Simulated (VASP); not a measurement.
Output of a VASP run:

**OSZICAR**
```
       N       E                     dE             d eps       ncg     rms          rms(c)
DAV:   1    -0.526769847183E+03   -0.52677E+03   -0.51989E-05   736   0.242E-02    0.146E-02
RMM:   2    -0.526769842228E+03    0.49553E-05   -0.27792E-05   705   0.110E-02    0.145E-02
RMM:   3    -0.526769843592E+03   -0.13644E-05   -0.59223E-06   597   0.576E-03    0.104E-02
RMM:   4    -0.526769843186E+03    0.40597E-06   -0.52707E-06   578   0.376E-03
   1 F= -.52676984E+03 E0= -.52675624E+03  d E =-.272024E-01  mag=     2.0000
```

File OUTCAR:
```
------------------------ aborting loop because EDIFF is reached ----------------------------------------
  FORCE on cell =-STRESS in cart. coord.  units (eV):
  Direction    XX          YY          ZZ          XY          YZ          ZX
  --------------------------------------------------------------------------------------
  Total       59.4782567     54.7679093     59.4015446     15.2695490    -15.3221071     15.8516953
  in kB      261.0829812    240.4066602    260.7462492     67.0265003    -67.2572067     69.5818622
  external PRESSURE =     254.0786302 kB  Pullay stress =       0.0000000 kB
  volume of cell :      365.00
      direct lattice vectors                 reciprocal lattice vectors
     7.146555159  0.000000000  0.000000000     0.139927556  0.000000000  0.000000000
     0.000000000  7.146555159  0.000000000     0.000000000  0.139927556  0.000000000
     0.000000000  0.000000000  7.146555159     0.000000000  0.000000000  0.139927556
 POSITION                                       TOTAL-FORCE (eV/Angst)
 -----------------------------------------------------------------------------------
      3.56482      7.14581      0.00475         0.006460      0.006781      0.006875
      4.42321      0.90484      0.91242        -0.000612     -0.011754     -0.005699
      5.34679      1.80710      0.02807         0.000336      0.008881      0.002745
      6.23644      2.70873      0.91224         0.005361      0.004785     -0.005061
      5.33803      0.02237      1.81115        -0.009297      0.004058      0.005797
      6.23641      0.90455      2.72578         0.003067     -0.004495      0.000518
      7.13532      0.01707      0.01368        -0.002633     -0.001166      0.006617
      0.85581      0.91120      0.89844         0.002059     -0.000744      0.003937
      1.74541      1.78339      7.14288        -0.001101      0.006761     -0.002469
      2.62543      2.66790      0.86556         0.002317     -0.008325      0.007467
      3.56600      3.57674      0.00186         0.001200      0.004666     -0.005641
      4.48376      4.52437      0.86040         0.001684      0.002522      0.006037
      5.35609      5.39655      7.14114         0.004520      0.007949      0.000501
      6.24309      6.27456      0.90608         0.003191     -0.003193     -0.008481
      1.75842      7.13177      1.79809        -0.006408      0.002645      0.002010
      2.62744      0.85317      2.66759        -0.007120     -0.005509     -0.003530
      3.42541      1.69633      1.70544        -0.002603     -0.003254      0.005242
      5.43906      3.72407      1.70897         0.009186     -0.000941      0.002154
      6.28768      4.52411      2.66497         0.003847      0.007636     -0.001907
      3.56976      7.14375      3.57933        -0.004465     -0.008368      0.000408
      4.48162      0.85252      4.52205        -0.004119      0.000665      0.001203
      5.44267      1.69601      3.72384         0.001647      0.004177     -0.002748
      6.28316      2.66755      4.52377        -0.008465     -0.004887     -0.006929
      5.35083      7.13126      5.39063        -0.002998      0.005682      0.007431
      6.25081      0.91103      6.29298        -0.009487      0.003851     -0.006445
      0.00001      3.58145      0.00212        -0.000637     -0.003833      0.001370
      0.87276      4.48090      0.86920        -0.002039      0.002492      0.000952
      1.77511      5.35288      7.12528        -0.000029      0.000547      0.001549
      2.67466      6.27883      0.88078         0.006311     -0.002377      0.011318
      7.12075      1.80710      1.80224        -0.004968      0.007597     -0.000301
      0.87813      2.68758      2.68984         0.006655     -0.006115     -0.002734
      1.74201      3.59673      1.74879         0.008311     -0.009371      0.000267
      2.58357      4.56775      2.54785        -0.008840      0.006502      0.002603
      3.54426      5.41174      1.74969         0.001623     -0.006264      0.007093
      4.45613      6.26782      2.69254         0.004012     -0.005876     -0.003772
      7.14400      7.14569      3.58399        -0.000233      0.007716     -0.005376
      0.87188      0.86733      4.47954        -0.004700      0.000450     -0.003076
      1.73743      1.73963      3.60701        -0.000127     -0.001935      0.002637
      2.58592      2.53921      4.56364        -0.000447      0.003541     -0.010870
      4.60088      4.56798      4.56614        -0.004759     -0.000559      0.001219
      5.39846      5.41139      3.60426         0.001172     -0.005940     -0.002020
      6.26794      6.27837      4.47416        -0.008347      0.002634     -0.000955
      1.78280      7.13585      5.36594        -0.002526      0.006014     -0.001198
      2.66935      0.86725      6.27721         0.004165      0.005600      0.003487
      3.54152      1.73932      5.41184         0.007680     -0.000707      0.001998
      4.45893      2.68752      6.27092         0.000525     -0.013049     -0.010033
      5.39964      3.59640      5.40704         0.004861     -0.004843     -0.012317
      6.27937      4.48073      6.27602         0.004722      0.006028      0.001368
      0.00749      5.39651      1.79263         0.003620      0.012376     -0.001611
      0.88234      6.26491      2.68900        -0.005824     -0.006702     -0.016898
      0.00022      3.57669      3.58277         0.005881     -0.000764     -0.001179
      0.90531      4.45645      4.46990        -0.002479      0.002058      0.006527
      1.78976      5.35932      3.54590         0.002101     -0.001149      0.007274
      2.68851      6.24174      4.46006        -0.009378     -0.002932      0.017647
      0.00609      1.78327      5.40340         0.000902      0.007443      0.006244
      0.87807      2.68296      6.27090         0.006472     -0.013876     -0.009038
...
```
(Selected blocks of OUTCAR.)

File POSCAR:
```
SnC62
1
    7.1465551589     0.0000000000     0.0000000000
    0.0000000000     7.1465551589     0.0000000000
    0.0000000000     0.0000000000     7.1465551589
C Sn
62 1
Direct
  0.4988168375   0.9998961198   0.0006650511
  0.6189287230   0.1266115188   0.1276720939
  0.7481637912   0.2528634064   0.0039273830
  0.8726494245   0.3790264715   0.1276469972
  0.7469380982   0.0031297607   0.2534299540
  0.8726463000   0.1265711820   0.3814118102
  0.9984274637   0.0023882746   0.0019141567
  0.1197507989   0.1275020468   0.1257161039
  0.2442303384   0.2495456661   0.9994862782
  0.3673696613   0.3733130993   0.1211156648
  0.4989821061   0.5004845331   0.0002607114
  0.6274015301   0.6330844878   0.1203931349
  0.7494645004   0.7551260718   0.9992424824
  0.8735808072   0.8779841066   0.1267851930
  0.2460512137   0.9979306563   0.2516016489
  0.3676510639   0.1193822562   0.3732690596
  0.4793086842   0.2373638952   0.2386386685
  0.7610740467   0.5210999007   0.2391313265
  0.8798202251   0.6330472303   0.3729032839
  0.4995076500   0.9996070342   0.5008464421
  0.6271018897   0.1192907033   0.6327599854
  0.7615799708   0.2373188006   0.5210678044
  0.8791874182   0.3732632207   0.6329994365
  0.7487280759   0.9978599371   0.7542974968
  0.8746601390   0.1274778030   0.8805618985
  0.0000008031   0.5011433516   0.0002972982
  0.1221230538   0.6270012287   0.1216253260
  0.2483865807   0.7490151863   0.9970232780
  0.3742584255   0.8785814584   0.1232454006
  0.9963892625   0.2528635188   0.2521824144
  0.1228743806   0.3760664375   0.3763833180
  0.2437555193   0.5032820628   0.2447037593
  0.3615126361   0.6391547617   0.3565148261
  0.4959399942   0.7572516471   0.2448291821
  0.6235349674   0.8770407728   0.3767602858
  0.9996423719   0.9998782661   0.5014983972
  0.1219999283   0.1213632336   0.6268110736
  0.2431145343   0.2434220644   0.5047197475
  0.3618420101   0.3553057580   0.6385793590
  0.6437893500   0.6391867259   0.6389294021
  0.7553930062   0.7572027149   0.5043353996
  0.8770576316   0.8785169412   0.6260587394
  0.2494635315   0.9985019007   0.7508423404
  0.3735153613   0.1213517149   0.8783545308
  0.4955568726   0.2433793570   0.7572649185
  0.6239275608   0.3760586687   0.8774745996
  0.7555581622   0.5032348023   0.7565933480
  0.8786564923   0.6269780089   0.8781880737
  0.0010478726   0.7551199578   0.2508380929
  0.1234635103   0.8766328848   0.3762658204
  0.0000301903   0.5004772829   0.5013286144
  0.1266771461   0.6235798247   0.6254616546
  0.2504367974   0.7499158739   0.4961687052
  0.3761969927   0.8733907817   0.6240850544
  0.0008521252   0.2495281934   0.7560846244
  0.1228667873   0.3754196623   0.8774721936
  0.2503177899   0.4973934279   0.7500463460
  0.3748147876   0.6235780831   0.8736830241
  0.5041420223   0.7499406269   0.7499221108
  0.6240893145   0.8766026517   0.8768966640
  0.0033284983   0.7489949373   0.7518746374
  0.1246318977   0.8741625581   0.8756603046
  0.5614800738   0.4381974885   0.4388500695
```

### Question
Reconstruct the remaining input files.

### Answer
This is not unique; one that fits is the input of the run itself, PBE GGA, plane waves, VASP's PBE PAW potentials (set 64).

KPOINTS:
```
K-points
0
G
 1 1 1
```

INCAR:
```
SYSTEM=SnC62
PREC=Normal; ENCUT=400; LREAL=Auto
LASPH=.TRUE.; ISYM=0; NELECT=254.0
EDIFF=1E-6; NELM=100; NELMIN=4
ALGO=Fast; LMAXMIX=4
ISMEAR=0; SIGMA=0.05
GGA=PE
ISPIN=2; MAGMOM=63*0.0317; NUPDOWN=2
LWAVE=.FALSE.; LCHARG=.FALSE.; LORBIT=11
LHYPERFINE=.TRUE.
```

POTCAR, in this order: C Sn (PBE.64 set). Program: vasp_gam. Read from the step before: WAVECAR.

At this cut-off the stress carries a Pulay error, which pulls relaxed volumes low. The cell is charged, with a uniform compensating background.  The supercell is sampled at Γ alone, which is coarse: total energies, pressure and levels can be off, energies of defects by several tenths of an eV.

The cell is a supercell with a defect, built from C (diamond): Sn_C-vac_C, charge -2.
